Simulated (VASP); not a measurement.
# Bismuthene and its bilayer

What are the lattice, gap and band positions of bismuthene, and what does a second sheet change?

Method: PBE with D3(BJ); plane waves and PAW (Bi), in the first sound run; inputs show where later runs differ, in VASP 6.6.1.

Most raw output is cut from this account.

## (1) Set-up

The cell holds 2 atoms: 2 Bi. Cell: a = 4.340 Å, b = 4.340 Å, c = 22.000 Å, α = 90.0°, β = 90.0°, γ = 120.0°. Vacuum lies along c.

## (2) Relaxing the monolayer

The sheet's cell relaxes in its plane with the atoms, while the vacuum is kept.

The input, INCAR:

```
SYSTEM = Bi
PREC = Normal
ENCUT = 350
EDIFF = 1E-06
NELM = 120
ISMEAR = 0
SIGMA = 0.03
LREAL = .FALSE.
ALGO = Normal
GGA = PE
IVDW = 12
NBANDS = 11
LORBIT = 11
LWAVE = .FALSE.
LCHARG = .FALSE.
KPAR = 4
IBRION = 2
NSW = 50
ISIF = 3
EDIFFG = -0.015
POTIM = 0.4
IDIPOL = 3
LDIPOL = .TRUE.
DIPOL = 0.5 0.5 0.5
LATTICE_CONSTRAINTS = .TRUE. .TRUE. .FALSE.
```

The input, POSCAR:

```
Bi
1.0
    4.3400000000      0.0000000000      0.0000000000
   -2.1700000000      3.7585502524      0.0000000000
    0.0000000000      0.0000000000     22.0000000000
Bi
2
Direct
    0.3333333333      0.6666666667      0.4606818182
    0.6666666667      0.3333333333      0.5393181818
```

The input, KPOINTS:

```
Automatic mesh
0
Gamma
9 9 1
0 0 0
```

PAW data sets: Bi (PBE family, release 64).

Launch:

```bash
mpirun -np 4 vasp_std
```

The job ended after 34 s (4 MPI ranks of AMD EPYC 7R43, shared host; peak memory 0.74 GiB).

The gap is read on the k-mesh alone, so it is an upper bound where the band edges lie off the mesh. The data set Bi keeps the semicore shell frozen, which is cheaper and a little less accurate. The run keeps the 12 symmetry operations of its start, so it cannot find a distortion of lower symmetry.

Relaxation path:

```
step  energy less that of the first step (eV)  largest force (eV/Å)  pressure (GPa)  volume (Å³)
   1                                   0.0000                0.0007           -0.14       358.87
   2                                  -0.0050                0.1256            0.01       352.40
   3                                  -0.0051                0.1485            0.04       351.28
   4                                  -0.0065                0.0804            0.02       349.95
   5                                  -0.0069                0.0476           -0.01       347.47
   6                                  -0.0071                0.0040            0.00       348.34
```

| cell as run | before | after | change |
| --- | --- | --- | --- |
| a (Å) | 4.340 | 4.276 | -1.5 % |
| b (Å) | 4.340 | 4.276 | -1.5 % |

The atoms that moved most (Å, along periodic axes as changes of fractional coordinates times the final cell, across vacuum about the mean position):

```
atom     dx     dy      dz  length
 Bi1  0.000  0.000  -0.013   0.013
 Bi2  0.000  0.000   0.013   0.013
```

The relaxed structure:

```xyz
2
Lattice="4.2759 0.0000 0.0000 -2.1379 3.7030 0.0000 0.0000 0.0000 22.0000" Properties=species:S:1:pos:R:3
Bi    0.0000    2.4687   10.1219
Bi    2.1379    1.2343   11.8781
```

Numbers from this step:

```
electronic cycles              : 46
electrons                      : 10
free energy (TOTEN)            : -7.968 eV
Fermi energy                   : -2.007 eV
metallic                       : no
dipole moment                  : 0, 0, 0 e·Å
gap on the k-mesh              : 0.5587 eV
least direct gap on the k-mesh : 0.5587 eV
```

The run ended after 6 ionic steps, 0.007 eV below its first step, once forces and stress met EDIFFG = -0.015.

## (3) A second relaxation

The plane waves were chosen for the start cell, so the relaxation is repeated from its end.

INCAR, as its differences from that of step 2:

```diff
@@ -17,3 +17,3 @@
 IBRION = 2
-NSW = 50
+NSW = 30
 ISIF = 3
```

The input, POSCAR:

```
Bi
1.0
    4.2758563424      0.0000000000      0.0000000000
   -2.1379281712      3.7030002154      0.0000000000
    0.0000000000      0.0000000000     22.0000000000
Bi
2
Direct
    0.3333333333      0.6666666667      0.4600850262
    0.6666666667      0.3333333333      0.5399149738
```

KPOINTS is that of step 2.

Launch:

```bash
mpirun -np 4 vasp_std
```

Run time: 11 s. Hardware: 4 MPI ranks; peak memory 0.71 GiB.

Little changed from the start: no atom moved by 0.005 Å and no cell edge by 0.1 %.

This step gave:

```
electronic cycles              : 18
Fermi energy                   : -2.003 eV
gap on the k-mesh              : 0.5592 eV
least direct gap on the k-mesh : 0.5592 eV
```

The start already met the threshold, so nothing moved.

## (4) Potential and states of the slab

A static run writes the electrostatic potential without exchange and correlation (LVHAR), which is flat in the vacuum and gives the level to count from. The dipole correction cancels the field that unlike faces would set up across the vacuum.

The input, INCAR:

```
SYSTEM = Bi
PREC = Normal
ENCUT = 350
EDIFF = 1E-06
NELM = 120
ISMEAR = 0
SIGMA = 0.03
LREAL = .FALSE.
ALGO = Fast
GGA = PE
IVDW = 12
NBANDS = 11
LORBIT = 11
LWAVE = .FALSE.
LCHARG = .TRUE.
IDIPOL = 3
LDIPOL = .TRUE.
DIPOL = 0.5 0.5 0.5
LVHAR = .TRUE.
LVACPOTAV = .TRUE.
NEDOS = 1500
LELF = .TRUE.
```

POSCAR is that of step 3.

KPOINTS is that of step 3.

The input, KPOINTS_OPT:

```
Line mode
14
Line-mode
Reciprocal
  0.00000000   0.00000000   0.00000000 GAMMA
  0.50000000   0.00000000   0.00000000 M

  0.50000000   0.00000000   0.00000000 M
  0.33333333   0.33333333   0.00000000 K

  0.33333333   0.33333333   0.00000000 K
  0.00000000   0.00000000   0.00000000 GAMMA
```

Launch:

```bash
mpirun -np 4 vasp_std
```

Run time: 28 s. Hardware: 4 MPI ranks; peak memory 0.46 GiB.

This step gave:

```
Fermi energy                                      : -2.016 eV
least gap on mesh and path                        : 0.5592 eV
least direct gap on mesh and path                 : 0.5592 eV
vacuum levels                                     : 1.874, 1.874 eV
ionisation potentials of the upper and lower face : 4.016, 4.016 eV
electron affinities of the upper and lower face   : 3.457, 3.457 eV
```

Electronic bands along the path, in eV, zero at the valence-band top; v1 is the highest filled band, c1 the lowest empty one:

```
          point      v4     v3     v2     v1    c1    c2    c3    c4
              Γ   -8.58  -1.02   0.00   0.00  0.56  2.54  2.54  3.64
0.46 of the way   -8.78  -2.43  -1.00  -0.82  0.87  2.71  3.06  4.14
              M   -9.68  -3.29  -1.88  -1.50  1.30  1.98  3.12  4.66
0.54 of the way   -9.84  -3.25  -2.21  -1.89  1.61  2.49  2.66  5.19
              K  -10.30  -3.37  -2.16  -2.16  1.15  2.90  2.90  5.94
0.46 of the way   -9.02  -2.67  -2.08  -1.01  1.64  2.21  3.04  4.60
              Γ   -8.58  -1.02   0.00   0.00  0.56  2.54  2.54  3.64
```

Zero at the Fermi level. Planar average of the electrostatic potential against height:

```csv
height (Å),planar average of the electrostatic potential (eV)
0.0,3.89
0.5,3.89
1.0,3.89
1.5,3.89
2.0,3.89
2.5,3.89
3.0,3.89
3.5,3.89
4.0,3.89
4.5,3.89
5.0,3.89
5.5,3.89
6.0,3.89
6.5,3.88
7.0,3.87
7.5,3.83
8.0,3.70
8.5,3.24
9.0,1.53
9.5,-4.40
10.0,-9.12
10.5,-8.07
11.0,-5.53
11.5,-8.07
12.0,-9.12
12.5,-4.40
13.0,1.53
13.5,3.24
14.0,3.70
14.5,3.83
15.0,3.87
15.5,3.88
16.0,3.89
16.5,3.89
17.0,3.89
17.5,3.89
18.0,3.89
18.5,3.89
19.0,3.89
19.5,3.89
20.0,3.89
20.5,3.89
21.0,3.89
21.5,3.89
```

ELF in the ca plane at fractional y = 0.333, with atoms of Bi within 0.2 Å of it. It is the smooth field of the valence electrons, not physical close to the nuclei.

Ten even steps from '0' (0.00) to '9' (0.94), each cell a mean:
```
00000000000000000000012334566788887532000000
00000000000000000000000112467899999763200000
00000000000000000000000012357899999875210000
00000000000000000000000001357899999875310000
00000000000000000000000012367899999874210000
00000000000000000000001123467889998753100000
00000000000000000000113445566777776431000000
00000000000000000001235666665544332100000000
00000000000000000001346787764321100000000000
00000000000000000001246777765322100000000000
21000000000000000000134666665555443210000000
```
Columns run along c (16.0 Å, from fractional 0.04 to 0.77 of the cell), rows up along a (4.3 Å). Atoms in or near the plane, at fractional coordinates: Bi at (0.54, 0.67).

Valence density in the ca plane at fractional y = 0.333, with atoms of Bi within 0.2 Å of it. It is the smooth field of the valence electrons, not physical close to the nuclei.

Values in e/Å³, 6 rows by 16 columns, each cell a mean:
```
0.00 0.00 0.00 0.00 0.00 0.00 0.00 0.01 0.04 0.12 0.26 0.27 0.09 0.01 0.00 0.00
0.00 0.00 0.00 0.00 0.00 0.00 0.00 0.00 0.02 0.11 0.21 0.17 0.19 0.01 0.00 0.00
0.00 0.00 0.00 0.00 0.00 0.00 0.00 0.00 0.02 0.11 0.25 0.23 0.17 0.01 0.00 0.00
0.00 0.00 0.00 0.00 0.00 0.00 0.00 0.01 0.05 0.14 0.23 0.22 0.07 0.01 0.00 0.00
0.00 0.00 0.00 0.00 0.00 0.00 0.00 0.01 0.10 0.19 0.13 0.06 0.02 0.00 0.00 0.00
0.00 0.00 0.00 0.00 0.00 0.00 0.00 0.01 0.09 0.18 0.14 0.08 0.02 0.00 0.00 0.00
```
Columns run along c (16.0 Å, from fractional 0.04 to 0.77 of the cell), rows up along a (4.3 Å). Atoms in or near the plane, at fractional coordinates: Bi at (0.54, 0.67).

The vacuum level lies 4.02 eV above the highest filled level at the upper face; both faces agree, as the slab has next to no dipole.

The program found no field-free point at its default tolerance, but its printed level agrees with the flat part of the planar average.

## (5) The slab in a field, field -0.1

A field across the slab, with the atoms held, gives the electronic response: the dipole changes linearly with the field, and the energy has a linear term from the slab's own dipole and a quadratic one from its polarisability.

The input, INCAR:

```
SYSTEM = Bi
PREC = Normal
ENCUT = 350
EDIFF = 1E-06
NELM = 120
ISMEAR = 0
SIGMA = 0.03
LREAL = .FALSE.
ALGO = Fast
GGA = PE
IVDW = 12
NBANDS = 11
LORBIT = 11
LWAVE = .FALSE.
LCHARG = .FALSE.
KPAR = 4
IDIPOL = 3
LDIPOL = .TRUE.
DIPOL = 0.5 0.5 0.5
EFIELD = -0.1
```

POSCAR is that of step 4.

KPOINTS is that of step 4.

Launch:

```bash
mpirun -np 4 vasp_std
```

Elapsed: 15 s, on 4 MPI ranks; peak memory 0.67 GiB; 53 s of CPU time.

Numbers from this step:

* electronic cycles: 19
* free energy (TOTEN): -7.970 eV
* Fermi energy: -1.963 eV
* dipole moment: 0, 0, -0.04191 e·Å
* gap on the k-mesh: 0.5591 eV
* least direct gap on the k-mesh: 0.5591 eV

VASP counts the dipole in electrons times Å, so a positive number points the physical dipole along −c. A positive EFIELD is likewise a physical field along −c.

Energy at zero smearing: -7.97001 eV.

## (6) The slab in a field, field 0.1

INCAR, as its differences from that of step 5:

```diff
@@ -19,2 +19,2 @@
 DIPOL = 0.5 0.5 0.5
-EFIELD = -0.1
+EFIELD = 0.1
```

POSCAR is that of step 5.

KPOINTS is that of step 5.

Launch:

```bash
mpirun -np 4 vasp_std
```

The job ended after 18 s (4 MPI ranks; peak memory 0.7 GiB; 65 s of CPU time).

Numbers from this step:

| Item | Value |
| --- | --- |
| electronic cycles | 20 |
| dipole moment | 0, 0, 0.04194 e·Å |

Energy at zero smearing: -7.97001 eV.

## (7) With spin-orbit coupling

This step: PBE with D3(BJ), spin-orbit coupling; plane waves and PAW (Bi) (VASP 6.6.1).

For heavy elements spin-orbit coupling shifts the highest filled levels.

INCAR, as its differences from that of step 6:

```diff
@@ -11,4 +11,8 @@
 IVDW = 12
-NBANDS = 11
-LORBIT = 11
+LNONCOLLINEAR = .TRUE.
+MAGMOM = 0 0 0 0 0 0
+NBANDS = 22
+GGA_COMPAT = .FALSE.
+LASPH = .TRUE.
+LSORBIT = .TRUE.
 LWAVE = .FALSE.
@@ -19,2 +23 @@
 DIPOL = 0.5 0.5 0.5
-EFIELD = 0.1
```

POSCAR is that of step 6.

KPOINTS is that of step 6.

KPOINTS_OPT is that of step 4.

Launch:

```bash
mpirun -np 4 vasp_ncl
```

Wall time 2.2 min (4 MPI ranks); peak memory 1.7 GiB; 8.7 min of CPU time.

LASPH is switched on together with spin-orbit coupling, so the change from the scalar run holds both. VASP adds spin-orbit coupling inside the spheres on scalar-relativistic partial waves, which describe the 6p1/2 states imperfectly, so such gaps can be off by a tenth of an eV or more.

This step gave:

- electronic cycles: 21
- free energy (TOTEN): -9.078 eV
- Fermi energy: -1.763 eV
- least gap on mesh and path: 0.5327 eV
- least direct gap on mesh and path: 0.5371 eV
- dipole moment: 0, 0, 0 e·Å

On-site spin-orbit energy by atom:

| atom | on-site spin-orbit energy (eV) |
| --- | --- |
| Bi1 | -1.17 |
| Bi2 | -1.17 |

Electronic bands along the path, in eV, zero at the valence-band top; v1 is the highest filled band, c1 the lowest empty one:

```csv
point,v4,v3,v2,v1,c1,c2,c3,c4
Γ,-0.25,-0.25,0.00,0.00,0.53,0.53,1.77,1.77
0.46 of the way,-1.75,-1.75,-0.58,-0.58,0.59,0.59,2.42,2.42
M,-2.70,-2.70,-1.32,-1.32,0.97,0.97,1.86,1.86
0.54 of the way,-2.86,-2.86,-1.83,-1.83,1.29,1.29,2.22,2.22
K,-2.80,-2.80,-2.08,-2.08,0.92,0.92,2.53,2.53
0.46 of the way,-2.48,-2.48,-1.11,-1.11,1.34,1.34,1.97,1.97
Γ,-0.25,-0.25,0.00,0.00,0.53,0.53,1.77,1.77
```

Force by atom:

```
atom  x (eV/Å)  y (eV/Å)  z (eV/Å)   size
 Bi1     0.000     0.000    -0.193  0.193
 Bi2     0.000     0.000     0.193  0.193
```

## (8) A rigid stacking

This step: PBE with D3(BJ); plane waves and PAW (Bi) (VASP 6.6.1).

System of this step: bilayer of bismuthene. The cell holds 4 atoms: 4 Bi. Its edges and angles: a = 4.276 Å, b = 4.276 Å, c = 23.613 Å, α = 90.0°, β = 90.0°, γ = 120.0°. upper sheet same orientation, shifted by (0.00, 0.00). Vacuum lies along c.

Two rigid sheets are set at a typed distance in several high-symmetry stackings, to find where to start. The upper sheet is shifted or turned in the plane and never flipped over.

The input, INCAR:

```
SYSTEM = Bi
PREC = Normal
ENCUT = 350
EDIFF = 1E-05
NELM = 120
ISMEAR = 0
SIGMA = 0.03
LREAL = .FALSE.
ALGO = Fast
GGA = PE
IVDW = 12
NBANDS = 16
LORBIT = 11
LWAVE = .FALSE.
LCHARG = .FALSE.
KPAR = 4
IDIPOL = 3
LDIPOL = .TRUE.
DIPOL = 0.5 0.5 0.5
```

The input, POSCAR:

```
Bi
1.0
    4.2758563424      0.0000000000      0.0000000000
   -2.1379281712      3.7030002154      0.0000000000
    0.0000000000      0.0000000000     23.6125176944
Bi
4
Direct
    0.3333333300      0.6666666700      0.3599785600
    0.6666666700      0.3333333300      0.4343568500
    0.3333333300      0.6666666700      0.5656431500
    0.6666666700      0.3333333300      0.6400214400
```

KPOINTS is that of step 7.

Launch:

```bash
mpirun -np 4 vasp_std
```

Elapsed: 16 s, on 4 MPI ranks; peak memory 0.69 GiB; 60 s of CPU time.

This step gave:

```
electronic cycles              : 15
electrons                      : 20
free energy (TOTEN)            : -16.35 eV
Fermi energy                   : -0.3509 eV
gap on the k-mesh              : 0.2499 eV
least direct gap on the k-mesh : 0.2499 eV
```

Force by atom:

```csv
atom,x (eV/Å),y (eV/Å),z (eV/Å),size
Bi1,0.000,0.000,-0.006,0.006
Bi2,0.000,0.000,0.104,0.104
Bi3,0.000,0.000,-0.104,0.104
Bi4,0.000,0.000,0.006,0.006
```

Energy at zero smearing: -16.35000 eV.

## (9) A rigid stacking

INCAR is that of step 8.

POSCAR, as its differences from that of step 8:

```diff
@@ -10,3 +10,3 @@
     0.6666666700      0.3333333300      0.4343568500
-    0.3333333300      0.6666666700      0.5656431500
-    0.6666666700      0.3333333300      0.6400214400
+    0.6666666700      0.3333333300      0.5656431500
+    0.0000000000      1.0000000000      0.6400214400
```

KPOINTS is that of step 8.

Launch:

```bash
mpirun -np 4 vasp_std
```

Run time: 22 s. Hardware: 4 MPI ranks; peak memory 0.7 GiB.

Energy at zero smearing: -15.96316 eV.

## (10) A rigid stacking

INCAR is that of step 9.

POSCAR, as its differences from that of step 9:

```diff
@@ -10,3 +10,3 @@
     0.6666666700      0.3333333300      0.4343568500
-    0.6666666700      0.3333333300      0.5656431500
-    0.0000000000      1.0000000000      0.6400214400
+    1.0000000000      0.0000000000      0.5656431500
+    0.3333333300      0.6666666700      0.6400214400
```

KPOINTS is that of step 9.

Launch:

```bash
mpirun -np 4 vasp_std
```

It took 18 s on 4 MPI ranks; peak memory 0.7 GiB.

Energy at zero smearing: -16.35430 eV.

## (11) A rigid stacking

INCAR is that of step 10.

POSCAR, as its differences from that of step 10:

```diff
@@ -10,3 +10,3 @@
     0.6666666700      0.3333333300      0.4343568500
-    1.0000000000      0.0000000000      0.5656431500
+    0.6666666700      0.3333333300      0.5656431500
     0.3333333300      0.6666666700      0.6400214400
```

KPOINTS is that of step 10.

Launch:

```bash
mpirun -np 4 vasp_std
```

Elapsed: 22 s, on 4 MPI ranks; peak memory 0.71 GiB; 83 s of CPU time.

The gap is under twice the smearing width, so the edge states are partly filled and the run can't tell a small gap from a semimetal.

Energy at zero smearing: -15.88793 eV.

## (12) A rigid stacking

INCAR is that of step 11.

POSCAR, as its differences from that of step 11:

```diff
@@ -10,3 +10,3 @@
     0.6666666700      0.3333333300      0.4343568500
-    0.6666666700      0.3333333300      0.5656431500
-    0.3333333300      0.6666666700      0.6400214400
+    0.0000000000      1.0000000000      0.5656431500
+    0.6666666700      0.3333333300      0.6400214400
```

KPOINTS is that of step 11.

Launch:

```bash
mpirun -np 4 vasp_std
```

The job ended after 17 s (4 MPI ranks; peak memory 0.69 GiB).

Energy at zero smearing: -16.37965 eV.

## (13) Relaxing the bilayer

The lowest stacking relaxes at the monolayer's lattice.

INCAR, as its differences from that of step 12:

```diff
@@ -3,3 +3,3 @@
 ENCUT = 350
-EDIFF = 1E-05
+EDIFF = 1E-06
 NELM = 120
@@ -16,2 +16,8 @@
 KPAR = 4
+IBRION = 2
+NSW = 50
+ISIF = 2
+EDIFFG = -0.015
+POTIM = 0.4
+MAXMIX = 40
 IDIPOL = 3
```

POSCAR is that of step 12.

KPOINTS is that of step 12.

Launch:

```bash
mpirun -np 4 vasp_std
```

It took 2.2 min on 4 MPI ranks; peak memory 0.82 GiB.

The run keeps the 6 symmetry operations of its start, so it cannot find a distortion of lower symmetry.

The steps of the relaxation:

| step | energy less that of the first step (eV) | largest force (eV/Å) |
| --- | --- | --- |
| 1 | 0.0000 | 0.1662 |
| 2 | -0.0018 | 0.1225 |
| 3 | -0.0047 | 0.1826 |
| 4 | -0.0064 | 0.1734 |
| 5 | -0.0113 | 0.1460 |
| 6 | -0.0201 | 0.0909 |
| 7 | -0.0329 | 0.1280 |
| 8 | -0.0332 | 0.2702 |
| 9 | -0.0380 | 0.1805 |
| 10 | -0.0406 | 0.1125 |
| 11 | -0.0418 | 0.0290 |
| 12 | -0.0418 | 0.0344 |
| 13 | -0.0419 | 0.0235 |
| 14 | -0.0419 | 0.0102 |

The atoms that moved most (Å):

```csv
atom,dx,dy,dz,length
Bi3,0.000,0.000,-0.189,0.189
Bi2,0.000,0.000,0.186,0.186
Bi1,0.000,0.000,0.184,0.184
Bi4,0.000,0.000,-0.182,0.182
```

Final coordinates:

```xyz
4
Lattice="4.2759 0.0000 0.0000 -2.1379 3.7030 0.0000 0.0000 0.0000 23.6125" Properties=species:S:1:pos:R:3
Bi    0.0000    2.4687    8.6840
Bi    2.1379    1.2343   10.4427
Bi   -2.1379    3.7030   13.1674
Bi    2.1379    1.2343   14.9309
```

This step gave:

```yaml
electronic_cycles: 123
free_energy_toten: -16.42 eV
fermi_energy: -0.3199 eV
dipole_moment: 0, 0, -0.009025 e·Å
gap_on_the_k_mesh: 0.2509 eV
least_direct_gap_on_the_k_mesh: 0.2509 eV
```

The run ended after 14 ionic steps, 0.042 eV below its first step, once the forces on the free atoms met EDIFFG = -0.015.

[end of part 1 of 2]

[Lines on the potential files, build, host, timing and source positions are cut from VASP's logs without a mark.]

[Logs are printed without paths, hosts, clocks, repeated set-up lines and the standing remarks that a program may print on its own settings, such as how far it seeks lower states.]

[Hosts, paths, dates, database ids (printed as entryN), source tags and the programs' standing remarks are cut or masked in the printed files.]

[Runs that stopped without an error message from VASP are left out.]
